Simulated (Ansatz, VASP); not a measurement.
# AsN (honeycomb AsN monolayer) in two plane-wave programs

Aim: how closely do two programs agree when they are given the same cell, functional and k mesh? The cell is taken from a series of runs on this material, whose earlier steps may have relaxed, scaled, displaced or heated it; both programs get it as it stands.

Main program and level: Ansatz 0.2.0; plane waves, with VASP 6.6.1 beside it; single point at PBE with D3(BJ).

### 1. The structure

The cell holds 2 atoms: 1 N and 1 As. Cell: a = 2.952 Å, b = 2.952 Å, c = 18.953 Å, α = 90.0°, β = 90.0°, γ = 120.0°. Vacuum lies along c.

### 2. Ansatz: single point, PBE with D3(BJ)

Ansatz runs on its default PAW (the set named soft_2) files.

A single point gives forces, pressure and levels at one fixed geometry, so differences don't come from the geometry; what else differs is listed under the comparison.

File input.yaml:

```yaml
crystal:
  lattice:
    - [2.9518495977, 0.0, 0.0]
    - [-1.4759247989, 2.5563767398, 0.0]
    - [0.0, 0.0, 18.9533811273]
  atoms:
    - { symbol: "N", position: [0.6666666667, 0.3333333333, 0.4748493126] }
    - { symbol: As, position: [0.3333333333, 0.6666666667, 0.5251506874] }
kpoints:
  mp_grid: { grid: [18, 18, 1] }
  band_path:
    path: [[0, 0, 0], [0.5, 0, 0], [0.33333333, 0.33333333, 0], [0, 0, 0]]
    npoints: 16
hamiltonian:
  xc: pbe
  dispersion: d3bj
scf:
  occupations: { method: fermi_dirac, width: 0.02585 }
  convergence: { dr2_threshold: 1.0e-10 }
efield:
  axis: 3
  dipole_correction: true
  ramp_position: 0.97
  ramp_width: 0.06
  amplitude: 0
output:
  dos: { projected: true, e_range: [-6, 5] }
  write_potential: true
  write_density: true
  volumetric_format: npy
  elf: true
```

Launch:

```console
$ ansatz run input.yaml --threads 2 --pin off --max-ram 3072MiB --backend cpu --events-out ev --progress --plain --runs-dir out
```

Numbers of over 12 decimals in the logs are rounded to 6 here.

What it wrote:

```text
Engine: ansatz 0.2.0, x86_64-unknown-linux-gnu
Pseudopotentials: kind: paw
Pseudopotential: N, paw, valence charge 5, recommended cutoff 420 eV (normal), N.paw.azcp
Pseudopotential: As, paw, valence charge 15, recommended cutoff 420 eV (normal), As.paw.azcp
Functional definition: PBE
  parameter kappa = 0.804
  parameter beta = 0.066725
  exchange = pbe_x(kappa = kappa, mu = beta*pi^2/3)
  correlation = pbe_c(beta = beta)
Crystal: 2 atoms, lattice volume = 143.023 Å³
Basis set: ecut = 420 eV, 2715 PW (Γ)
Bands: 14, of which v1, the nominal top of the filled ones, is band 10 counted from 1 (9 counted from 0)
Symmetry: 6 space group operations
Space group: P3m1 (ITA 156), of the structure as read, at distance tolerance 5.2e-5 Å
k-points: 37 of 324 (time reversal used)
Non-local potential: N, projectors of the file, l = 0: 2, l = 1: 2, l = 2: 1
Non-local potential: As, projectors of the file, l = 0: 2, l = 1: 2, l = 2: 3, l = 3: 1
PAW form: soft (Blöchl's): semilocal exchange-correlation on the pseudo side does not see the compensation charge
PAW one-centre angular grid: N, 110 points (default); XC on 64 Gauss nodes
PAW one-centre angular grid: As, 590 points (default); XC on 64 Gauss nodes
Initial density: superposition of atomic densities (neutral atoms: chi_scale 0, normalization atom), corrected by the library's trained network
Initial wavefunctions: pseudopotential atomic-orbital guess
Functional: x = pbe(κ = 0.804, μ = 0.219515), c = pbe(β = 0.066725)
SCF iter   1: F=—  HF=-5239.153856 eV  |F-HF|=—  |Δ(HF+E_count)|=         —  Δρ=2.82e-3  dr2=1.21e-2  ethr=1.77e-3  p=0.056 e·Å  D=7.14e-2 V/Å  ΔV_dip=-1.35 eV  dr2_dipole=4.29e-4  V_vac-E_F(+/−)=4.82/6.17 eV  ⟨swp⟩=7.4  Hψ=3448  notcnv=0
efield: sawtooth ramp at fractional position 0.9700 (set: `efield.ramp_position`, or a place that a band, a saddle search or an elastic batch's reference lends), width 0.0600; the density the first Hamiltonian is built on has a dipole p = 0.056 e·Å; the dipole correction subtracts the counter field D = 7.14e-2 V/Å, which shifts the + side's vacuum level by -1.35 eV against the − side's; the planar-averaged density in the ramp window peaks in size at 1.1e-5 e/Å³
preconditioner: auto → none  [insulator: Δε(μ)=2.078 eV  Ē_g=12.463 eV  σ=0.026 eV  W_gap=1.00  n_scr=10 (ndim 8)  ℏωp=9.8 eV  f_vac=0.759  D(μ)=0.00/eV (n_scr^D=0)  ε∞_Penn≈1.6]
SCF iter   2: F=—  HF=-5239.153018 eV  |F-HF|=—  |Δ(HF+E_count)|=   8.38e-4  Δρ=9.14e-4  dr2=9.32e-4  ethr=6.07e-5  p=0.069 e·Å  D=8.79e-2 V/Å  ΔV_dip=-1.67 eV  dr2_dipole=1.03e-4  V_vac-E_F(+/−)=4.82/6.49 eV  ⟨swp⟩=3.2  Hψ=1258  notcnv=0
SCF iter   3: F=—  HF=-5239.153928 eV  |F-HF|=—  |Δ(HF+E_count)|=   9.10e-4  Δρ=6.64e-4  dr2=1.41e-3  ethr=4.66e-6  p=0.076 e·Å  D=9.58e-2 V/Å  ΔV_dip=-1.82 eV  dr2_dipole=6.76e-5  V_vac-E_F(+/−)=4.72/6.53 eV  ⟨swp⟩=2.7  Hψ=867  notcnv=0
SCF iter   4: F=—  HF=-5239.154084 eV  |F-HF|=—  |Δ(HF+E_count)|=   1.56e-4  Δρ=5.34e-4  dr2=9.90e-4  ethr=4.66e-6  p=0.073 e·Å  D=9.23e-2 V/Å  ΔV_dip=-1.75 eV  dr2_dipole=1.87e-4  V_vac-E_F(+/−)=4.77/6.52 eV  ⟨swp⟩=2.1  Hψ=779  notcnv=0
SCF iter   5: F=—  HF=-5239.154032 eV  |F-HF|=—  |Δ(HF+E_count)|=   5.20e-5  Δρ=2.50e-4  dr2=1.65e-4  ethr=4.66e-6  p=0.076 e·Å  D=9.61e-2 V/Å  ΔV_dip=-1.82 eV  dr2_dipole=2.78e-5  V_vac-E_F(+/−)=4.73/6.55 eV  ⟨swp⟩=1.9  Hψ=632  notcnv=0
SCF iter   6: F=—  HF=-5239.154045 eV  |F-HF|=—  |Δ(HF+E_count)|=   1.25e-5  Δρ=5.64e-5  dr2=7.62e-6  ethr=8.25e-7  p=0.077 e·Å  D=9.79e-2 V/Å  ΔV_dip=-1.86 eV  dr2_dipole=1.37e-6  V_vac-E_F(+/−)=4.71/6.57 eV  ⟨swp⟩=1.9  Hψ=672  notcnv=0
SCF iter   7: F=—  HF=-5239.154048 eV  |F-HF|=—  |Δ(HF+E_count)|=   3.71e-6  Δρ=7.04e-6  dr2=7.16e-8  ethr=3.81e-8  p=0.078 e·Å  D=9.85e-2 V/Å  ΔV_dip=-1.87 eV  dr2_dipole=1.42e-8  V_vac-E_F(+/−)=4.70/6.57 eV  ⟨swp⟩=2.1  Hψ=722  notcnv=0
SCF iter   8: F=—  HF=-5239.154049 eV  |F-HF|=—  |Δ(HF+E_count)|=   7.61e-7  Δρ=2.13e-6  dr2=2.78e-9  ethr=3.58e-10  p=0.078 e·Å  D=9.85e-2 V/Å  ΔV_dip=-1.87 eV  dr2_dipole=1.01e-11  V_vac-E_F(+/−)=4.70/6.57 eV  ⟨swp⟩=2.8  Hψ=949  notcnv=0
SCF iter   9: F=—  HF=-5239.154049 eV  |F-HF|=—  |Δ(HF+E_count)|=   3.71e-9  Δρ=5.67e-7  dr2=4.30e-10  ethr=1.39e-11  p=0.078 e·Å  D=9.86e-2 V/Å  ΔV_dip=-1.87 eV  dr2_dipole=4.36e-12  V_vac-E_F(+/−)=4.70/6.57 eV  ⟨swp⟩=2.8  Hψ=972  notcnv=0
SCF iter  10: F=-5239.154049 eV  HF=-5239.154049 eV  |F-HF|=3.64e-12  |Δ(HF+E_count)|=  1.12e-10  Δρ=9.81e-8  dr2=1.64e-11  ethr=1.00e-12  p=0.078 e·Å  D=9.86e-2 V/Å  ΔV_dip=-1.87 eV  dr2_dipole=3.95e-13  V_vac-E_F(+/−)=4.70/6.57 eV  ⟨swp⟩=4.5  Hψ=1620  notcnv=0
SCF 1 converged in 10 iterations: F = -5239.154049 eV  dr2 = 1.64e-11
  greatest PAW one-centre occupation: 0.999 electrons in one spin orbital (limit 2), on the As atom at site 1 (counted from 0), in its partial waves of l = 2
NSCF: frozen V_eff on 49 k-points
efield: sawtooth ramp at fractional position 0.9700 (kept from the solve that this one continues, or follows in the run), width 0.0600; the density the first Hamiltonian is built on has a dipole p = 0.078 e·Å; the dipole correction subtracts the counter field D = 9.86e-2 V/Å, which shifts the + side's vacuum level by -1.87 eV against the − side's; the planar-averaged density in the ramp window peaks in size at 2.1e-7 e/Å³
WARN: The output density's exchange-correlation potential varies sharply where the density is thin. Do not read a vacuum level from v_tot or v_xc, or from such a field of the output density. On a cell that repeats whose density bears no net charge and no dipole along the vacuum's axis use v_es (v_loc + v_h of the components); under efield.dipole_correction with no amplitude use v_es + v_field, which holds any externa [...]
SCF converged after 10 iterations
Free energy (F): -5239.154049 eV
Harris-Foulkes:  -5239.154049 eV  (|F-HF|=3.64e-12)
Internal energy: -5239.154049 eV  (E = F + TS)
E sigma→0 (E₀):  -5239.154049 eV
Fermi energy:    -2.536483 eV
Dipole field:    D = 0.098552 V/Å  (p = 0.077895 e·Å, saw-weighted, corrected)
Work function:   Φ+ = 4.7020 eV   Φ− = 6.5699 eV
Levels:          The Fermi level and band energies are counted from a zero that moves with the ramp; work functions are not
--- Per-component energies (eV) ---
  E_band       = -492.811053
  E_kinetic    = 230.277505
  E_local      = -13536.612505  (includes V_loc(G=0)·N_el)
  E_nonlocal   = -622.950847
  E_hartree    = 6689.508085
  E_xc         = -138.382538
  E_vxc        = -154.346855  (∫ρ·V_xc dr)
  E_paw        = -1962.650373  (= ΣΔE_a)
  E_vpaw       = 212.267336  (= ΣTr[D̂ρ^β])
  E_aug_tail   = 0.000094  (compensation charges beyond the density's cutoff)
  E_efield     = 0.003838  (sawtooth field / dipole correction)
  E_vefield    = -0.462112  (∫n·V_field dr)
  E_ewald      = 4101.948036
  E_disp       = -0.295343  (pairwise vdW)
  E_smearing   = -0.000000  (= −TS)
  E_closure    = -0.000000  (closes the sum)
  Σ components = -5239.154049   (vs F -5239.154049, Δ=0.00e0)
--- Band table (eV; the first three rows and the last of 37) ---
  k-point 0: bands = [... 6 lower, -11.2505, -5.0468, -5.0468, -3.9726, -0.8337, 1.8905, 2.9838, 2.9838]
  k-point 1: bands = [... 6 lower, -11.2204, -5.4153, -5.1211, -3.9126, -0.5770, 1.9674, 2.7283, 3.0470]
  k-point 2: bands = [... 6 lower, -11.1439, -6.2415, -5.3252, -3.8069, -0.0455, 2.0380, 2.3212, 3.2080]
  k-point 36: bands = [... 6 lower, -13.8087, -10.1147, -5.9260, -4.8519, -0.8191, 1.7489, 4.2626, 7.9411]
```

In the SCF lines HF is the Harris–Foulkes energy and dr2 the Hartree energy of the density residual, in eV; the loop may stop once dr2 is under the threshold and the program's other checks hold. Hψ counts applications of the Hamiltonian.

### 3. VASP: single point, PBE with D3(BJ)

The same cell, functional, mesh and smearing now go to VASP, with its own data sets.

Lines of VASP's logs that name or quote its potential files are left out, and so is its time.

File INCAR:

```
SYSTEM = AsN
PREC = Accurate
ENCUT = 520
EDIFF = 1E-06
NELM = 120
ISMEAR = -1
SIGMA = 0.02585
LREAL = .FALSE.
ALGO = Normal
GGA = PE
IVDW = 12
NBANDS = 11
LORBIT = 11
LWAVE = .FALSE.
LCHARG = .FALSE.
ISIF = 2
LDIPOL = .TRUE.
IDIPOL = 3
DIPOL = 0.5 0.5 0.5
LVHAR = .TRUE.
LASPH = .TRUE.
GGA_COMPAT = .FALSE.
EFERMI = MIDGAP
NELMDL = -8
```

File POSCAR:

```
AsN
1.0
    2.9518495977      0.0000000000      0.0000000000
   -1.4759247989      2.5563767398      0.0000000000
    0.0000000000      0.0000000000     18.9533811273
N As
1 1
Direct
    0.6666666667      0.3333333333      0.4748493126
    0.3333333334      0.6666666666      0.5251506874
```

File KPOINTS:

```
Automatic mesh
0
Gamma
18 18 1
0 0 0
```

Potentials, in the order of the species: N and As (PBE family, release 64).

Launch:

```console
$ mpirun -np 1 vasp_std
```

What it wrote:

```text
[banner, memory and clock lines left out]
running    1 mpi-ranks, on    1 nodes
 distrk:  each k-point on    1 cores,    1 groups
 distr:  one band on    1 cores,    1 groups

 POSCAR found type information on POSCAR N As
 POSCAR found :  2 types and       2 ions
 LDA part: xc-table for (Slater+PW92), standard interpolation
 POSCAR, INCAR and KPOINTS ok, starting setup
 FFT: planning ... GRIDC
 FFT: planning ... GRID_SOFT
 FFT: planning ... GRID
 WAVECAR not read
 entering main loop
       N       E                     dE             d eps       ncg     rms          rms(c)
DAV:   1     0.746659066974E+02    0.74666E+02   -0.35240E+03   822   0.649E+02
DAV:   2    -0.486004309609E+01   -0.79526E+02   -0.71023E+02  1306   0.126E+02
DAV:   3    -0.132678279261E+02   -0.84078E+01   -0.83676E+01  1188   0.566E+01
DAV:   4    -0.134105783173E+02   -0.14275E+00   -0.14261E+00  1122   0.823E+00
DAV:   5    -0.134114428644E+02   -0.86455E-03   -0.86445E-03  1130   0.533E-01
DAV:   6    -0.134114465045E+02   -0.36401E-05   -0.36400E-05  1151   0.295E-02
DAV:   7    -0.134114465402E+02   -0.35661E-07   -0.35667E-07  1160   0.178E-03
DAV:   8    -0.134114465413E+02   -0.11248E-08   -0.11395E-08  1145   0.166E-04    0.852E+00
DAV:   9    -0.119661362719E+02    0.14453E+01   -0.19850E+01  1151   0.223E+01    0.403E+00
DAV:  10    -0.117723396964E+02    0.19380E+00   -0.22747E+00  1163   0.796E+00    0.229E+00
DAV:  11    -0.117532719237E+02    0.19068E-01   -0.16019E-01  1113   0.289E+00    0.286E-01
DAV:  12    -0.117530686748E+02    0.20325E-03   -0.86435E-03  1092   0.580E-01    0.153E-01
DAV:  13    -0.117538152648E+02   -0.74659E-03   -0.16345E-03  1089   0.274E-01    0.480E-02
DAV:  14    -0.117539744765E+02   -0.15921E-03   -0.14085E-04  1029   0.840E-02    0.213E-02
DAV:  15    -0.117542026664E+02   -0.22819E-03   -0.93279E-05   993   0.551E-02    0.671E-03
DAV:  16    -0.117543156249E+02   -0.11296E-03   -0.23738E-05  1157   0.240E-02    0.451E-03
DAV:  17    -0.117544176774E+02   -0.10205E-03   -0.27164E-05   936   0.201E-02    0.265E-03
DAV:  18    -0.117544370418E+02   -0.19364E-04   -0.57110E-06  1193   0.885E-03    0.107E-03
DAV:  19    -0.117544452072E+02   -0.81653E-05   -0.10700E-06  1105   0.426E-03    0.795E-04
DAV:  20    -0.117544512708E+02   -0.60637E-05   -0.39771E-07  1124   0.246E-03    0.632E-04
DAV:  21    -0.117544554703E+02   -0.41994E-05   -0.31575E-07  1050   0.157E-03    0.323E-04
DAV:  22    -0.117544560491E+02   -0.57883E-06   -0.74457E-09   928   0.379E-04
   1 F= -.12049778E+02 E0= -.12049778E+02  d E =-.486752E-18
```

OUTCAR, selected parts (step 3):

```text
ion  position               nearest neighbor table
   1  0.667  0.333  0.475-   2 1.95   2 1.95   2 1.95
   2  0.333  0.667  0.525-   1 1.95   1 1.95   1 1.95

  LATTYP: Found a hexagonal cell.
 ALAT       =     2.9518495977
 C/A-ratio  =     6.4208491998

 Subroutine GETGRP returns: Found  6 space group operations
 (whereof  6 operations were pure point group operations)

The static configuration has the point symmetry C_3v.

 Found     37 irreducible k-points:

   k-points           NKPTS =     37   k-points in BZ     NKDIM =     37   number of bands    NBANDS=     11

   dimension x,y,z NGX =    24 NGY =   24 NGZ =  144
   dimension x,y,z NGXF=    48 NGYF=   48 NGZF=  288

   ENCUT  =  520.0 eV  38.22 Ry    6.18 a.u.   5.49  5.49 35.24*2*pi/ulx,y,z

   NELECT =      10.0000    total number of electrons

 k-points in reciprocal lattice and weights: Automatic mesh
   0.00000000  0.00000000  0.00000000       0.003
   0.05555556  0.00000000  0.00000000       0.019
   0.11111111  0.00000000  0.00000000       0.019
   0.16666667  0.00000000  0.00000000       0.019
   0.22222222  0.00000000  0.00000000       0.019
   0.27777778  0.00000000  0.00000000       0.019
   0.33333333  0.00000000  0.00000000       0.019
   0.38888889  0.00000000  0.00000000       0.019
   0.44444444  0.00000000  0.00000000       0.019
[...]
0.33333333  0.27777778  0.00000000       0.037
   0.33333333  0.33333333  0.00000000       0.006

 dipolmoment           0.000000      0.000000     -0.077311 electrons x Angstroem

 average (electrostatic) potential at core
       1 -72.8189       2 -59.2969

 E-fermi :  -3.5145

 k-point     1 :       0.0000    0.0000    0.0000
  band No.  band energies     occupation
      1     -22.3512      2.00000
      2     -12.1811      2.00000
      3      -6.0179      2.00000
      4      -6.0179      2.00000
      5      -4.9226      2.00000
      6      -1.8057      0.00000
      7       0.9423      0.00000
      8       2.0264      0.00000
      9       2.0264      0.00000
     10       2.0674      0.00000
    ...

 k-point     2 :       0.0556    0.0000    0.0000
  band No.  band energies     occupation
      1     -22.2949      2.00000
      2     -12.1511      2.00000
      3      -6.3877      2.00000
      4      -6.0921      2.00000
      5      -4.8613      2.00000
      6      -1.5482      0.00000
      7       1.0188      0.00000
      8       1.7713      0.00000
      9       2.0902      0.00000
     10       2.1425      0.00000
    ...

 k-point     3 :       0.1111    0.0000    0.0000
  band No.  band energies     occupation
      1     -22.1271      2.00000
      2     -12.0752      2.00000
      3      -7.2161      2.00000
      4      -6.2963      2.00000
      5      -4.7540      2.00000
      6      -1.0150      0.00000
      7       1.0861      0.00000
      8       1.3676      0.00000
      9       2.2528      0.00000
     10       2.3639      0.00000
    ...

 Edisp (eV)   -0.29532

  Total       0.12473     0.12473     0.09769    -0.00000    -0.00000    -0.00000
  in kB       1.39722     1.39722     1.09431    -0.00000    -0.00000    -0.00000
  external pressure =        1.30 kB  Pullay stress =        0.00 kB

  energy-cutoff  :      520.00
  volume of cell :      143.02
      direct lattice vectors                 reciprocal lattice vectors
     2.951849598  0.000000000  0.000000000     0.338770648  0.195589325  0.000000000
    -1.475924799  2.556376740  0.000000000     0.000000000  0.391178649  0.000000000
     0.000000000  0.000000000 18.953381127     0.000000000  0.000000000  0.052761035

 POSITION                                       TOTAL-FORCE (eV/Angst)
 -----------------------------------------------------------------------------------
      1.47592      0.85213      9.00000        -0.000000     -0.000000     -0.117017
      0.00000      1.70425      9.95338         0.000000      0.000000      0.117017
 -----------------------------------------------------------------------------------
    total drift:                               -0.000000      0.000000     -0.000083

  FREE ENERGIE OF THE ION-ELECTRON SYSTEM (eV)
  ---------------------------------------------------
  free  energy   TOTEN  =       -12.0497777207 eV

  energy  without entropy=      -12.0497777207  energy(sigma->0) =      -12.04977772

 vacuum level on the upper side and lower side of the slab         1.227         3.084

 total charge
# of ion       s       p       d       tot
------------------------------------------
    1        1.300   2.342   0.000   3.642
    2        1.266   1.349   0.127   2.742
--------------------------------------------------
tot          2.566   3.691   0.127   6.384

[... 3 further parts left out ...]
```

### 4. Comparison

Known differences besides the potentials themselves: the data sets hold 20 valence electrons in Ansatz (on its default PAW (the set named soft_2) files) and 10 in VASP; the cutoff is 420 eV in Ansatz and 520 eV in VASP. Total energies have different zeros and are not compared.

The two programs side by side:

| quantity | Ansatz | VASP | difference |
| --- | --- | --- | --- |
| gap on the k mesh (eV) | 2.029 | 2.004 | +0.025 |

A gap on the mesh is an upper bound, since the band edges may lie between its points. With vacuum in the cell, a pressure given here is an average over mostly empty space and none of the material.

### 5. Summary of results

```json
{
 "difference in gap on the k mesh (single point, PBE with D3(BJ))": "0.025 eV"
}
```

**Reading.** The difference in gap on the k mesh is 0.025 eV (single point, PBE with D3(BJ)), within the 0.08 eV picked in this series as the mark of a large difference. The data sets hold unlike numbers of valence electrons (20 in Ansatz and 10 in VASP), so part of the differences comes from the potentials. Such differences can come from data sets, numerical settings and the points named under the comparisons, not from the functional's error against experiment.

[Lines on the potential files, build, host, timing and source positions are cut from VASP's logs without a mark.]

[Logs are printed without paths, hosts, clocks, repeated set-up lines and the standing remarks that a program may print on its own settings, such as how far it seeks lower states.]

[Hosts, paths, dates, database ids (printed as entryN), source tags and the programs' standing remarks are cut or masked in the printed files.]
